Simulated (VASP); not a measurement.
## Lattice of Te2Mo across functionals and dispersion corrections

Which functional gives the lattice of Te2Mo as experiment finds it, and is a dearer one worth its cost? The levels: LDA, PBE, r2SCAN, PBE + D3(BJ), r2SCAN + rVV10, optB86b-vdW, vdW-DF-cx and revPBE + D3(BJ). The start is a cell from a database of measured crystal structures.

Main program and level: VASP 6.6.1; LDA; plane waves and PAW (Te, Mo_sv), in the first sound run; inputs show where later runs differ.

Experimental background.

For MoTe2, 2H (bulk crystal, literature), “MBE growth of 2H-MoTe2 and 1T'-MoTe2 on 3D substrates” (2017, arxiv:1705.00651) quotes earlier work: lattice constant a 3.52085 Å [literature value quoted for comparison]; lattice constant c 13.9664 Å [literature value quoted for comparison].

Report form: the programs' logs are mostly left out.

### 1. The starting structure

Before any relaxation, the start is as follows. It takes space group P6_3/mmc (No. 194, hexagonal). The conventional cell has a = 3.518 Å, b = 3.518 Å, c = 13.974 Å, α = 90.00°, β = 90.00°, γ = 120.00°. Te has 3 Mo at 2.72 Å nearest. Nearest to Mo lie 6 Te at 2.72 Å. Farther neighbours and most contacts between anions are not listed.

### 2. Relaxation with LDA

Properties are meant for the cell that this level of theory prefers, so cell and atoms are relaxed first (ISIF = 3) until forces and stress are small; EDIFFG sets the threshold. LDA, the lowest rung, knows the local density alone.

The input, INCAR:

```
SYSTEM = Te2Mo
PREC = Accurate
ENCUT = 520
EDIFF = 1E-06
NELM = 100
ISMEAR = -1
SIGMA = 0.05
LREAL = .FALSE.
ALGO = Normal
GGA = CA
NBANDS = 32
LASPH = .TRUE.
LORBIT = 11
LWAVE = .FALSE.
LCHARG = .FALSE.
KPAR = 4
IBRION = 2
NSW = 60
ISIF = 3
EDIFFG = -0.01
```

The input, POSCAR:

```
Te2Mo
1.0
    3.5182000000      0.0000000000      0.0000000000
   -1.7591000000      3.0468505756      0.0000000000
    0.0000000000      0.0000000000     13.9736000000
Te Mo
4 2
Direct
    0.3333333333      0.6666666667      0.6210000000
    0.6666666667      0.3333333333      0.1210000000
    0.3333333333      0.6666666667      0.8790000000
    0.6666666667      0.3333333333      0.3790000000
    0.3333333333      0.6666666667      0.2500000000
    0.6666666667      0.3333333333      0.7500000000
```

The input, KPOINTS:

```
Automatic mesh
0
Gamma
7 7 2
0 0 0
```

Potentials, in the order of the species: Te and Mo_sv (PBE family, release 64).

On the command line:

```bash
$ mpirun -np 4 vasp_std
```

It took 3.5 min on 4 MPI ranks of Intel Xeon Platinum 8259CL at 2.50GHz (Skylake/Cascade Lake), shared host; peak memory 1.1 GiB; 12 min of CPU time.

The gap is read on the k-mesh alone, so it is an upper bound where the band edges lie off the mesh. The bonds form layers, held to each other by dispersion, which LDA lacks; its overbinding stands in for it by accident. The PAW data sets were made with PBE, though LDA sets exist; this is a small mismatch. The run keeps the 24 symmetry operations of its start, so it cannot find a distortion of lower symmetry.

Relaxation path:

```
step  energy less that of the first step (eV)  largest force (eV/Å)  pressure (GPa)  volume (Å³)
   1                                   0.0000                0.2005           -2.51       149.79
   2                                   0.0550                0.7876            4.59       141.45
   3                                  -0.0261                0.1340           -0.12       146.70
   4                                  -0.0261                0.1411           -0.07       146.64
   5                                  -0.0304                0.0617           -0.03       145.99
   6                                  -0.0306                0.0400           -0.02       145.81
   7                                  -0.0311                0.0319           -0.06       145.69
   8                                  -0.0323                0.0084           -0.13       145.35
   9                                  -0.0328                0.0391           -0.29       144.66
  10                                  -0.0329                0.0254           -0.24       144.86
  11                                  -0.0332                0.0008           -0.04       144.51
```

```
conventional cell, symmetrised  before   after  change
                         a (Å)   3.518   3.479  -1.1 %
                         b (Å)   3.518   3.479  -1.1 %
                         c (Å)  13.974  13.783  -1.4 %
              volume (Å³/atom)   24.96   24.09  -3.5 %
```

The atoms that moved most (Å, as changes of fractional coordinates times the final cell):

```
atom     dx     dy      dz  length
 Te1  0.000  0.000  -0.022   0.022
 Te3  0.000  0.000   0.022   0.022
 Te4  0.000  0.000   0.022   0.022
 Te2  0.000  0.000  -0.022   0.022
```

The relaxed structure:

```cif
data_structure
_symmetry_space_group_name_H-M 'P 1'
_symmetry_Int_Tables_number 1
_cell_length_a 3.4795
_cell_length_b 3.4795
_cell_length_c 13.7832
_cell_angle_alpha 90.000
_cell_angle_beta 90.000
_cell_angle_gamma 120.000
_cell_volume 144.51
loop_
_atom_site_label
_atom_site_type_symbol
_atom_site_fract_x
_atom_site_fract_y
_atom_site_fract_z
_atom_site_occupancy
Te1 Te 0.33333 0.66667 0.61938 1
Te2 Te 0.66667 0.33333 0.11938 1
Te3 Te 0.33333 0.66667 0.88062 1
Te4 Te 0.66667 0.33333 0.38062 1
Mo5 Mo 0.33333 0.66667 0.25000 1
Mo6 Mo 0.66667 0.33333 0.75000 1
```

This step gave:

| Item | Value |
| --- | --- |
| electrons | 52 |
| bands | 32 |
| irreducible k-points | 16 |
| symmetry operations | 24 |
| free energy (TOTEN) | -41.38 eV |
| Fermi energy | 8.715 eV |
| pressure | -0.04384 GPa |
| metallic | no |
| valence top at k | 0, 0, 0 |
| conduction bottom at k | 0.2857, 0.1429, 0 |
| least direct gap at k | 0.2857, 0.2857, 0 |
| SCF cycles over all ionic steps | 90 |
| gap on the k-mesh | 0.7695 eV |
| least direct gap on the k-mesh | 1.274 eV |

It ends with a largest force of 0.001 eV/Å and a pressure of -0.04 GPa. The volume lies -3.5 % from that of the database's start, which holds the thermal and zero-point expansion of its experiment. LDA is known to overbind. The conventional cell has a = 3.479 and c = 13.783 Å.

### 3. Relaxation with PBE

This step: PBE; plane waves and PAW (Te, Mo_sv) (VASP 6.6.1).

PBE, the usual starting point, adds the gradient of the density.

INCAR: that of step 2 with these lines changed.

```diff
@@ -9,3 +9,3 @@
 ALGO = Normal
-GGA = CA
+GGA = PE
 NBANDS = 32
```

POSCAR is that of step 2.

KPOINTS is that of step 2.

On the command line:

```bash
$ mpirun -np 4 vasp_std
```

The job ended after 8.1 min (4 MPI ranks; peak memory 1.3 GiB; 29 min of CPU time).

The bonds form layers, held to each other by dispersion, which PBE lacks, so the spacing between them is unreliable. After so large a change of volume the plane waves of the start cell no longer fit, so the final stress carries a basis-set error.

Step by step:

```
step  energy less that of the first step (eV)  largest force (eV/Å)  pressure (GPa)  volume (Å³)
   1                                   0.0000                0.1892            2.94       149.79
   2                                   0.0484                0.7975           -3.59       159.96
   3                                  -0.0364                0.2266            0.11       153.69
   4                                  -0.0364                0.2190            0.18       153.62
   5                                  -0.0441                0.1610            0.11       154.55
   6                                  -0.0501                0.0448            0.02       156.40
   7                                  -0.0563                0.0536           -0.06       157.13
   8                                  -0.0699                0.0775           -0.27       159.31
   9                                  -0.0817                0.1227           -0.51       163.65
  10                                  -0.0803                0.1384            0.93       162.80
  11                                  -0.0842                0.0066            0.13       163.27
  12                                  -0.0842                0.0087            0.11       163.27
  13                                  -0.0842                0.0120            0.11       163.28
  14                                  -0.0845                0.0044            0.09       163.59
  15                                  -0.0850                0.0188            0.08       164.50
  16                                  -0.0853                0.0076           -0.06       164.93
  17                                  -0.0853                0.0203           -0.12       165.13
  18                                  -0.0855                0.0241           -0.11       165.29
  19                                  -0.0857                0.0345           -0.06       165.72
  20                                  -0.0858                0.0002            0.08       165.65
  21                                  -0.0858                0.0052            0.08       165.66
  22                                  -0.0859                0.0012            0.05       165.84
```

```
conventional cell, symmetrised  before   after   change
                         a (Å)   3.518   3.555   +1.1 %
                         b (Å)   3.518   3.555   +1.1 %
                         c (Å)  13.974  15.151   +8.4 %
              volume (Å³/atom)   24.96   27.64  +10.7 %
```

The atoms that moved most (Å, as changes of fractional coordinates times the final cell):

```
atom     dx     dy      dz  length
 Te4  0.000  0.000  -0.145   0.145
 Te2  0.000  0.000   0.145   0.145
 Te1  0.000  0.000   0.145   0.145
 Te3  0.000  0.000  -0.145   0.145
```

Final coordinates:

```cif
data_structure
_symmetry_space_group_name_H-M 'P 1'
_symmetry_Int_Tables_number 1
_cell_length_a 3.5552
_cell_length_b 3.5552
_cell_length_c 15.1506
_cell_angle_alpha 90.000
_cell_angle_beta 90.000
_cell_angle_gamma 120.000
_cell_volume 165.84
loop_
_atom_site_label
_atom_site_type_symbol
_atom_site_fract_x
_atom_site_fract_y
_atom_site_fract_z
_atom_site_occupancy
Te1 Te 0.33333 0.66667 0.63058 1
Te2 Te 0.66667 0.33333 0.13058 1
Te3 Te 0.33333 0.66667 0.86942 1
Te4 Te 0.66667 0.33333 0.36942 1
Mo5 Mo 0.33333 0.66667 0.25000 1
Mo6 Mo 0.66667 0.33333 0.75000 1
```

Numbers from this step:

- free energy (TOTEN): -36.07 eV
- Fermi energy: 7.244 eV
- pressure: 0.04507 GPa
- SCF cycles over all ionic steps: 175
- gap on the k-mesh: 1.173 eV
- least direct gap on the k-mesh: 1.293 eV

It ends at 27.64 Å³/atom, +10.7 % from the start, with 0.05 GPa left. The conventional cell has a = 3.555 and c = 15.151 Å.

### 4. Relaxation with r2SCAN

This step: r2SCAN; plane waves and PAW (Te, Mo_sv) (VASP 6.6.1).

r2SCAN adds the kinetic-energy density, costs more than a GGA and is run with LASPH.

INCAR: that of step 3 with these lines changed.

```diff
@@ -9,5 +9,5 @@
 ALGO = Normal
-GGA = PE
+METAGGA = R2SCAN
+LASPH = .TRUE.
 NBANDS = 32
-LASPH = .TRUE.
 LORBIT = 11
```

POSCAR is that of step 3.

KPOINTS is that of step 3.

On the command line:

```bash
$ mpirun -np 4 vasp_std
```

Run time: 19 min. Hardware: 4 MPI ranks; peak memory 1.4 GiB.

The bonds form layers, held to each other by dispersion, which r2SCAN holds only at short range, so the spacing between them may come out too wide. The PAW data sets were made with PBE, which is usual practice but a small mismatch for other functionals.

The steps of the relaxation:

```
step  energy less that of the first step (eV)  largest force (eV/Å)  pressure (GPa)  volume (Å³)
   1                                   0.0000                0.0518            2.36       149.79
   2                                   0.0053                0.6563           -2.57       157.91
   3                                  -0.0278                0.3504           -0.12       153.60
   4                                  -0.0443                0.1673            0.00       154.92
   5                                  -0.0459                0.0912            0.07       155.46
   6                                  -0.0548                0.0782            0.07       156.21
   7                                  -0.0720                0.0377            0.12       158.42
   8                                  -0.0759                0.0457            0.42       162.79
   9                                  -0.0781                0.0302            0.31       161.45
  10                                  -0.0783                0.0215            0.28       160.94
  11                                  -0.0707                0.2022           -1.17       163.81
  12                                  -0.0787                0.0212            0.00       161.47
  13                                  -0.0787                0.0075           -0.01       161.76
  14                                  -0.0788                0.0045            0.00       161.64
```

```
conventional cell, symmetrised  before   after  change
                         a (Å)   3.518   3.565  +1.3 %
                         b (Å)   3.518   3.565  +1.3 %
                         c (Å)  13.974  14.689  +5.1 %
              volume (Å³/atom)   24.96   26.94  +7.9 %
```

The atoms that moved most (Å, as changes of fractional coordinates times the final cell):

```
atom     dx     dy      dz  length
 Te1  0.000  0.000   0.104   0.104
 Te2  0.000  0.000   0.104   0.104
 Te3  0.000  0.000  -0.104   0.104
 Te4  0.000  0.000  -0.104   0.104
```

The relaxed structure:

```xyz
6
Lattice="3.5646 0.0000 0.0000 -1.7823 3.0870 0.0000 0.0000 0.0000 14.6890" Properties=species:S:1:pos:R:3 pbc="T T T"
Te    0.0000    2.0580    9.2257
Te    1.7823    1.0290    1.8812
Te    0.0000    2.0580   12.8078
Te    1.7823    1.0290    5.4633
Mo    0.0000    2.0580    3.6723
Mo    1.7823    1.0290   11.0168
```

It ends at 26.94 Å³/atom, +7.9 % from the start, with 0.00 GPa left. The conventional cell has a = 3.565 and c = 14.689 Å.

### 5. Relaxation with PBE + D3(BJ)

This step: PBE with D3(BJ); plane waves and PAW (Te, Mo_sv) (VASP 6.6.1).

A dispersion term adds the long-range attraction that semilocal functionals lack. D3 with Becke-Johnson damping keeps a finite attraction at short range.

INCAR: that of step 4 with these lines changed.

```diff
@@ -9,5 +9,6 @@
 ALGO = Normal
-METAGGA = R2SCAN
+GGA = PE
+IVDW = 12
+NBANDS = 32
 LASPH = .TRUE.
-NBANDS = 32
 LORBIT = 11
```

POSCAR is that of step 4.

KPOINTS is that of step 4.

On the command line:

```bash
$ mpirun -np 4 vasp_std
```

Wall time 3.2 min (4 MPI ranks); peak memory 1.4 GiB.

Relaxation path:

```
step  energy less that of the first step (eV)  largest force (eV/Å)  pressure (GPa)  volume (Å³)
   1                                   0.0000                0.1810           -0.51       149.79
   2                                  -0.0097                0.1616            0.04       148.07
   3                                  -0.0109                0.1524            0.33       147.19
   4                                  -0.0142                0.0446           -0.55       147.32
   5                                  -0.0144                0.0069           -0.38       147.30
   6                                  -0.0189                0.0041           -0.29       146.68
   7                                  -0.0251                0.0022            0.01       144.92
```

```
conventional cell, symmetrised  before   after  change
                         a (Å)   3.518   3.495  -0.7 %
                         b (Å)   3.518   3.495  -0.7 %
                         c (Å)  13.974  13.702  -1.9 %
              volume (Å³/atom)   24.96   24.15  -3.2 %
```

The atoms that moved most (Å, as changes of fractional coordinates times the final cell):

```
atom     dx     dy      dz  length
 Te1  0.000  0.000  -0.051   0.051
 Te3  0.000  0.000   0.051   0.051
 Te4  0.000  0.000   0.051   0.051
 Te2  0.000  0.000  -0.051   0.051
```

The relaxed structure:

```xyz
6
Lattice="3.4947 0.0000 0.0000 -1.7474 3.0265 0.0000 0.0000 0.0000 13.7023" Properties=species:S:1:pos:R:3 pbc="T T T"
Te    0.0000    2.0177    8.4579
Te    1.7474    1.0088    1.6068
Te    0.0000    2.0177   12.0955
Te    1.7474    1.0088    5.2443
Mo    0.0000    2.0177    3.4256
Mo    1.7474    1.0088   10.2767
```

It ends at 24.15 Å³/atom, -3.2 % from the start, with 0.01 GPa left. The conventional cell has a = 3.495 and c = 13.702 Å. Against plain PBE, the dispersion term moves a by -1.7 % and c by -9.6 %.

(Part 1 of 2 ends here.)

[Lines on the potential files, build, host, timing and source positions are cut from VASP's logs without a mark.]

[Logs are printed without paths, hosts, clocks, repeated set-up lines and the standing remarks that a program may print on its own settings, such as how far it seeks lower states.]

[Hosts, paths, dates, database ids (printed as entryN), source tags and the programs' standing remarks are cut or masked in the printed files.]

[A measured line is paired with the nearest computed mode of its activity, which favours agreement.]
